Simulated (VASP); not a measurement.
# C (Diamond): VASP by hand and through ASE

Do runs on C (Diamond) driven from ASE scripts give what the hand-typed input gives? All runs use LDA. The start is a cell from a database of measured crystal structures.

Calculated with VASP 6.6.1; LDA; plane waves and PAW (C).

This is a report of a sequence of runs, with most program output left out.

### Step 1. Starting point

It takes space group Fd-3m (No. 227, cubic). Conventional cell: a = 3.567 Å, b = 3.567 Å, c = 3.567 Å, α = 90.00°, β = 90.00°, γ = 90.00°. Nearest to C lie 4 C at 1.54 Å.

Coordinates:

```xyz
2
Lattice="0.0000 1.7834 1.7834 1.7834 0.0000 1.7834 1.7834 1.7834 0.0000" Properties=species:S:1:pos:R:3 pbc="T T T"
C     0.0000    0.0000    0.0000
C     0.8917    0.8917    0.8917
```

### Step 2. Reference run

A single point writes out the density, ELF and the potential. LDA, the lowest rung, knows the local density alone.

INCAR reads:

```
SYSTEM = C
PREC = Accurate
ENCUT = 520
EDIFF = 1E-06
NELM = 100
ISMEAR = -1
SIGMA = 0.05
LREAL = .FALSE.
ALGO = Normal
GGA = CA
NBANDS = 10
LORBIT = 11
LWAVE = .FALSE.
LCHARG = .TRUE.
ISIF = 2
LELF = .TRUE.
LVHAR = .TRUE.
```

POSCAR reads:

```
C
1.0
    0.0000000000      1.7833700000      1.7833700000
    1.7833700000      0.0000000000      1.7833700000
    1.7833700000      1.7833700000      0.0000000000
C
2
Direct
    0.0000000000      0.0000000000      0.0000000000
    0.2500000000      0.2500000000      0.2500000000
```

KPOINTS reads:

```
Automatic mesh
0
Gamma
11 11 11
0 0 0
```

The projector-augmented-wave data sets are C (LDA family, release 64).

Command:

```sh
mpirun -np 2 vasp_std
```

Run time: 3.4 s. Hardware: 2 MPI ranks of Intel Xeon 6975P-C (Granite Rapids), shared host; peak memory 0.19 GiB; 5.7 s of CPU time.

The gap is read on the k-mesh alone, so it is an upper bound where the band edges lie off the mesh, and a coarse mesh can show a gap where there is none. At this level the cell is under a tension of 11.6 GPa, so at these settings it is away from equilibrium.

This step gave:

| Quantity | Value |
| --- | --- |
| SCF cycles | 11 |
| electrons | 8 |
| bands | 10 |
| irreducible k-points | 56 |
| symmetry operations | 48 |
| free energy (TOTEN) | -20.24 eV |
| Fermi energy | 10.62 eV |
| pressure | -11.63 GPa |
| metallic, judged on the points sampled | no |
| valence top at k | 0, 0, 0 |
| conduction bottom at k | 0.3636, 0.3636, 0 |
| least direct gap at k | 0, 0, 0 |
| gap on the k-mesh | 4.096 eV |
| least direct gap on the k-mesh | 5.542 eV |

Valence density in the ac plane of a cell with a along [110], b along [-110] and c along [001] of the cube at fractional y = 0.000, with atoms of C within 0.2 Å of it. It is the smooth field of the valence electrons, not physical close to the nuclei.

Ten even steps from '_' (0.1 e/Å³) to '@' (1.8 e/Å³), each cell a mean:
```
__..--++==::____..--++==::__
..--**@@%%==....--**@@%%==..
++**@@@@@@%%++++**@@@@@@%%++
@@@@##**##%%@@@@@@##**##%%@@
@@%%==::::**@@@@%%==::::**@@
##==..____::**##==..____::**
::..________::::..________::
____________________________
____......________......____
```
Columns run along a (5.0 Å), rows up along c (3.6 Å), edges of the conventional cell, whose origin can differ from the input's. Atoms in or near the plane, at fractional coordinates: C at (0.00, 0.50), C at (0.50, 0.50), C at (0.25, 0.75), C at (0.75, 0.75).

Electrostatic potential energy in the ac plane of a cell with a along [110], b along [-110] and c along [001] of the cube at fractional y = 0.000, with atoms of C within 0.2 Å of it. With pseudopotentials it is smooth inside the atoms' cores, unlike the true potential.

Ten even steps from '0' (-43 eV) to '9' (0 eV), each cell a mean:
```
99745899974589
98110599811059
67110576711057
02634500263450
30898403089840
15999721599972
89999988999998
99999999999999
99999999999999
```
Columns run along a (5.0 Å; values clipped at the 3rd and 97th percentile), rows up along c (3.6 Å), edges of the conventional cell, whose origin can differ from the input's. Atoms in or near the plane, at fractional coordinates: C at (0.00, 0.50), C at (0.50, 0.50), C at (0.25, 0.75), C at (0.75, 0.75).

ELF in the ac plane of a cell with a along [110], b along [-110] and c along [001] of the cube at fractional y = 0.000, with atoms of C within 0.2 Å of it. It is the smooth field of the valence electrons, not physical close to the nuclei.

Ten even steps from '0' (0.03) to '9' (0.89), each cell a mean:
```
02565310256531
35523543552354
79725987972598
48978964897896
15645721564572
55301455530145
53000245300024
10000001000000
00132100013210
```
Columns run along a (5.0 Å), rows up along c (3.6 Å), edges of the conventional cell, whose origin can differ from the input's. Atoms in or near the plane, at fractional coordinates: C at (0.00, 0.50), C at (0.50, 0.50), C at (0.25, 0.75), C at (0.75, 0.75).

The pressure is -11.63 GPa and the largest force 0.000 eV/Å, so the cell is not at a minimum at these settings.

### Step 3. A single point (LDA, through ASE)

The single point through ASE, with the structure read from a POSCAR.

run.py reads:

```python
import numpy as np
from ase.calculators.vasp import Vasp
from ase.io import read
from ase.dft.bandgap import bandgap

atoms = read('structure.vasp')

calc = Vasp(
    xc='lda',
    pp='LDA',
    prec='Accurate',
    encut=520,
    ediff=1e-06,
    nelm=100,
    ismear=-1,
    sigma=0.05,
    lreal=False,
    algo='Normal',
    nbands=10,
    lorbit=11,
    lwave=False,
    lcharg=False,
    kpar=2,
    isif=2,
    pp_version='64',
    setups={'C': ''},
    kpts=(11, 11, 11),
    gamma=True,
    txt='vasp.out',
)
atoms.calc = calc

print("energy (eV):", round(atoms.get_potential_energy(), 6))
print("Fermi level (eV):", round(calc.get_fermi_level(), 4))
print("forces (eV/A):")
print(np.round(atoms.get_forces(), 4))
print("stress (GPa, Voigt, tension positive):", np.round(atoms.get_stress() * 160.21766, 3))
gap, p1, p2 = bandgap(calc, direct=False)
print("gap on the mesh (eV):", round(gap, 4))
```

structure.vasp reads:

```
C
1.0
    0.0000000000      1.7833700000      1.7833700000
    1.7833700000      0.0000000000      1.7833700000
    1.7833700000      1.7833700000      0.0000000000
C
2
Direct
    0.0000000000      0.0000000000      0.0000000000
    0.2500000000      0.2500000000      0.2500000000
```

Command:

```sh
export ASE_VASP_COMMAND="mpirun -np 2 vasp_std"
python run.py
```

Wall time 4.2 s (2 MPI ranks); peak memory 0.2 GiB; 5.9 s of CPU time.

The energy equals that of the run typed by hand within 0.01 meV an atom.

### Step 4. Total energy, forces and stress (LDA, through ASE)

System of this step: C (Diamond). Symmetry: Fd-3m, No. 227, cubic system. The conventional cell has a = 3.567 Å, b = 3.567 Å, c = 3.567 Å, α = 90.00°, β = 90.00°, γ = 90.00°. Nearest to C lie 4 C at 1.54 Å.

The single point through ASE, with the structure read from a CIF with its space group. The file expands to the conventional cell of 8 atoms, on a 6×6×6 mesh.

run.py, as its differences from that of step 3:

```diff
@@ -5,3 +5,3 @@
 
-atoms = read('structure.vasp')
+atoms = read('C.cif')
 
@@ -18,3 +18,3 @@
     algo='Normal',
-    nbands=10,
+    nbands=24,
     lorbit=11,
@@ -26,3 +26,3 @@
     setups={'C': ''},
-    kpts=(11, 11, 11),
+    kpts=(6, 6, 6),
     gamma=True,
```

C.cif reads:

```cif
data_C
_cell_length_a 3.56674000
_cell_length_b 3.56674000
_cell_length_c 3.56674000
_cell_angle_alpha 90.00000000
_cell_angle_beta 90.00000000
_cell_angle_gamma 90.00000000
_space_group_name_H-M_alt 'Fd-3m'
_space_group_name_Hall 'F 4d 2 3 -1d'
_space_group_IT_number 227
loop_
_space_group_symop_operation_xyz
'x,y,z'
'-y+1/4,x+1/4,z+1/4'
'-x,-y+1/2,z+1/2'
'y+3/4,-x+1/4,z+3/4'
'x,-y,-z'
'-y+1/4,-x+3/4,-z+3/4'
'-x,y+1/2,-z+1/2'
'y+3/4,x+3/4,-z+1/4'
'z,x,y'
'z+1/4,-y+1/4,x+1/4'
'z+1/2,-x,-y+1/2'
'z+3/4,y+3/4,-x+1/4'
'-z,x,-y'
'-z+3/4,-y+1/4,-x+3/4'
'-z+1/2,-x,y+1/2'
'-z+1/4,y+3/4,x+3/4'
'y,z,x'
'x+1/4,z+1/4,-y+1/4'
'-y+1/2,z+1/2,-x'
'-x+1/4,z+3/4,y+3/4'
'-y,-z,x'
'-x+3/4,-z+3/4,-y+1/4'
'y+1/2,-z+1/2,-x'
'x+3/4,-z+1/4,y+3/4'
'-x+1/4,-y+1/4,-z+1/4'
'y,-x,-z'
'x+1/4,y+3/4,-z+3/4'
'-y+1/2,x,-z+1/2'
'-x+1/4,y+1/4,z+1/4'
'y,x+1/2,z+1/2'
'x+1/4,-y+3/4,z+3/4'
'-y+1/2,-x+1/2,z'
'-z+1/4,-x+1/4,-y+1/4'
'-z,y,-x'
'-z+3/4,x+1/4,y+3/4'
'-z+1/2,-y+1/2,x'
'z+1/4,-x+1/4,y+1/4'
'z+1/2,y,x+1/2'
'z+3/4,x+1/4,-y+3/4'
'z,-y+1/2,-x+1/2'
'-y+1/4,-z+1/4,-x+1/4'
'-x,-z,y'
'y+3/4,-z+3/4,x+1/4'
'x,-z+1/2,-y+1/2'
'y+1/4,z+1/4,-x+1/4'
'x+1/2,z+1/2,y'
'-y+3/4,z+3/4,x+1/4'
'-x+1/2,z,-y+1/2'
'x,y+1/2,z+1/2'
'-y+1/4,x+3/4,z+3/4'
'-x,-y,z'
'y+3/4,-x+3/4,z+1/4'
'x,-y+1/2,-z+1/2'
'-y+1/4,-x+1/4,-z+1/4'
'-x,y,-z'
'y+3/4,x+1/4,-z+3/4'
'z,x+1/2,y+1/2'
'z+1/4,-y+3/4,x+3/4'
'z+1/2,-x+1/2,-y'
'z+3/4,y+1/4,-x+3/4'
'-z,x+1/2,-y+1/2'
'-z+3/4,-y+3/4,-x+1/4'
'-z+1/2,-x+1/2,y'
'-z+1/4,y+1/4,x+1/4'
'y,z+1/2,x+1/2'
'x+1/4,z+3/4,-y+3/4'
'-y+1/2,z,-x+1/2'
'-x+1/4,z+1/4,y+1/4'
'-y,-z+1/2,x+1/2'
'-x+3/4,-z+1/4,-y+3/4'
'y+1/2,-z,-x+1/2'
'x+3/4,-z+3/4,y+1/4'
'-x+1/4,-y+3/4,-z+3/4'
'y,-x+1/2,-z+1/2'
'x+1/4,y+1/4,-z+1/4'
'-y+1/2,x+1/2,-z'
'-x+1/4,y+3/4,z+3/4'
'y,x,z'
'x+1/4,-y+1/4,z+1/4'
'-y+1/2,-x,z+1/2'
'-z+1/4,-x+3/4,-y+3/4'
'-z,y+1/2,-x+1/2'
'-z+3/4,x+3/4,y+1/4'
'-z+1/2,-y,x+1/2'
'z+1/4,-x+3/4,y+3/4'
'z+1/2,y+1/2,x'
'z+3/4,x+3/4,-y+1/4'
'z,-y,-x'
'-y+1/4,-z+3/4,-x+3/4'
'-x,-z+1/2,y+1/2'
'y+3/4,-z+1/4,x+3/4'
'x,-z,-y'
'y+1/4,z+3/4,-x+3/4'
'x+1/2,z,y+1/2'
'-y+3/4,z+1/4,x+3/4'
'-x+1/2,z+1/2,-y'
'x+1/2,y,z+1/2'
'-y+3/4,x+1/4,z+3/4'
'-x+1/2,-y+1/2,z'
'y+1/4,-x+1/4,z+1/4'
'x+1/2,-y,-z+1/2'
'-y+3/4,-x+3/4,-z+1/4'
'-x+1/2,y+1/2,-z'
'y+1/4,x+3/4,-z+3/4'
'z+1/2,x,y+1/2'
'z+3/4,-y+1/4,x+3/4'
'z,-x,-y'
'z+1/4,y+3/4,-x+3/4'
'-z+1/2,x,-y+1/2'
'-z+1/4,-y+1/4,-x+1/4'
'-z,-x,y'
'-z+3/4,y+3/4,x+1/4'
'y+1/2,z,x+1/2'
'x+3/4,z+1/4,-y+3/4'
'-y,z+1/2,-x+1/2'
'-x+3/4,z+3/4,y+1/4'
'-y+1/2,-z,x+1/2'
'-x+1/4,-z+3/4,-y+3/4'
'y,-z+1/2,-x+1/2'
'x+1/4,-z+1/4,y+1/4'
'-x+3/4,-y+1/4,-z+3/4'
'y+1/2,-x,-z+1/2'
'x+3/4,y+3/4,-z+1/4'
'-y,x,-z'
'-x+3/4,y+1/4,z+3/4'
'y+1/2,x+1/2,z'
'x+3/4,-y+3/4,z+1/4'
'-y,-x+1/2,z+1/2'
'-z+3/4,-x+1/4,-y+3/4'
'-z+1/2,y,-x+1/2'
'-z+1/4,x+1/4,y+1/4'
'-z,-y+1/2,x+1/2'
'z+3/4,-x+1/4,y+3/4'
'z,y,x'
'z+1/4,x+1/4,-y+1/4'
'z+1/2,-y+1/2,-x'
'-y+3/4,-z+1/4,-x+3/4'
'-x+1/2,-z,y+1/2'
'y+1/4,-z+3/4,x+3/4'
'x+1/2,-z+1/2,-y'
'y+3/4,z+1/4,-x+3/4'
'x,z+1/2,y+1/2'
'-y+1/4,z+3/4,x+3/4'
'-x,z,-y'
'x+1/2,y+1/2,z'
'-y+3/4,x+3/4,z+1/4'
'-x+1/2,-y,z+1/2'
'y+1/4,-x+3/4,z+3/4'
'x+1/2,-y+1/2,-z'
'-y+3/4,-x+1/4,-z+3/4'
'-x+1/2,y,-z+1/2'
'y+1/4,x+1/4,-z+1/4'
'z+1/2,x+1/2,y'
'z+3/4,-y+3/4,x+1/4'
'z,-x+1/2,-y+1/2'
'z+1/4,y+1/4,-x+1/4'
'-z+1/2,x+1/2,-y'
'-z+1/4,-y+3/4,-x+3/4'
'-z,-x+1/2,y+1/2'
'-z+3/4,y+1/4,x+3/4'
'y+1/2,z+1/2,x'
'x+3/4,z+3/4,-y+1/4'
'-y,z,-x'
'-x+3/4,z+1/4,y+3/4'
'-y+1/2,-z+1/2,x'
'-x+1/4,-z+1/4,-y+1/4'
'y,-z,-x'
'x+1/4,-z+3/4,y+3/4'
'-x+3/4,-y+3/4,-z+1/4'
'y+1/2,-x+1/2,-z'
'x+3/4,y+1/4,-z+3/4'
'-y,x+1/2,-z+1/2'
'-x+3/4,y+3/4,z+1/4'
'y+1/2,x,z+1/2'
'x+3/4,-y+1/4,z+3/4'
'-y,-x,z'
'-z+3/4,-x+3/4,-y+1/4'
'-z+1/2,y+1/2,-x'
'-z+1/4,x+3/4,y+3/4'
'-z,-y,x'
'z+3/4,-x+3/4,y+1/4'
'z,y+1/2,x+1/2'
'z+1/4,x+3/4,-y+3/4'
'z+1/2,-y,-x+1/2'
'-y+3/4,-z+3/4,-x+1/4'
'-x+1/2,-z+1/2,y'
'y+1/4,-z+1/4,x+1/4'
'x+1/2,-z,-y+1/2'
'y+3/4,z+3/4,-x+1/4'
'x,z,y'
'-y+1/4,z+1/4,x+1/4'
'-x,z+1/2,-y+1/2'
loop_
_atom_site_label
_atom_site_type_symbol
_atom_site_symmetry_multiplicity
_atom_site_Wyckoff_symbol
_atom_site_fract_x
_atom_site_fract_y
_atom_site_fract_z
_atom_site_occupancy
C1 C 8 b 0.5000000000 0.0000000000 0.0000000000 1
```

Elapsed: 8.2 s, on 2 MPI ranks; peak memory 0.25 GiB; 14 s of CPU time.

A gap read on the k-mesh alone can miss the band edges.

Numbers from this step:

| Property | Result |
| --- | --- |
| electrons | 32 |
| bands | 24 |
| irreducible k-points | 20 |
| free energy (TOTEN) | -80.9408 eV |
| Fermi energy | 10.78 eV |
| conduction bottom at k | 0.3333, 0, 0 |
| gap on the k-mesh | 4.123 eV |
| least direct gap on the k-mesh | 4.705 eV |

The energy lies +0.01 meV an atom from the run typed by hand, since this cell and mesh sample the zone at other points.

### Step 5. Full relaxation (LDA, through ASE)

System of this step: C (Diamond). The structure is cubic, space group Fd-3m (No. 227). The conventional cell has a = 3.567 Å, b = 3.567 Å, c = 3.567 Å, α = 90.00°, β = 90.00°, γ = 90.00°. Nearest to C lie 4 C at 1.54 Å.

Properties are meant for the cell that this level of theory prefers, so cell and atoms are relaxed first (ISIF = 3) until forces and stress are small; EDIFFG sets the threshold.

run.py reads:

```python
import numpy as np
from ase.calculators.vasp import Vasp
from ase import Atoms

atoms = Atoms(['C', 'C'],
              cell=[[0.0, 1.78337, 1.78337], [1.78337, 0.0, 1.78337], [1.78337, 1.78337, 0.0]],
              scaled_positions=[[0.0, 0.0, 0.0], [0.25, 0.25, 0.25]],
              pbc=True)

calc = Vasp(
    xc='lda',
    pp='LDA',
    prec='Accurate',
    encut=520,
    ediff=1e-06,
    nelm=100,
    ismear=-1,
    sigma=0.05,
    lreal=False,
    algo='Normal',
    nbands=10,
    lorbit=11,
    lwave=False,
    lcharg=False,
    kpar=2,
    ibrion=2,
    nsw=60,
    isif=3,
    ediffg=-0.01,
    pp_version='64',
    setups={'C': ''},
    kpts=(11, 11, 11),
    gamma=True,
    txt='vasp.out',
)
atoms.calc = calc

print("energy (eV):", round(atoms.get_potential_energy(), 6))
print("Fermi level (eV):", round(calc.get_fermi_level(), 4))
print("forces (eV/A):")
print(np.round(atoms.get_forces(), 4))
print("stress (GPa, Voigt, tension positive):", np.round(atoms.get_stress() * 160.21766, 3))
print("cell (A, degrees):", np.round(atoms.cell.cellpar(), 4))
print("volume (A^3):", round(atoms.get_volume(), 4))
print("positions:")
print(np.round(atoms.get_scaled_positions(), 5))
```

The job ended after 5.8 s (2 MPI ranks; peak memory 0.22 GiB).

The run keeps the 48 symmetry operations of its start, so it cannot find a distortion of lower symmetry.

(Continued in part 2 of 2.)

[Lines on the potential files, build, host, timing and source positions are cut from VASP's logs without a mark.]

[Logs are printed without paths, hosts, clocks, repeated set-up lines and the standing remarks that a program may print on its own settings, such as how far it seeks lower states.]

[Hosts, paths, dates, database ids (printed as entryN), source tags and the programs' standing remarks are cut or masked in the printed files.]

[A measured line is paired with the nearest computed mode of its activity, which favours agreement.]

[In band tables of VASP the shares of atoms and orbitals are scaled to a sum of 1 inside the atoms' spheres.]
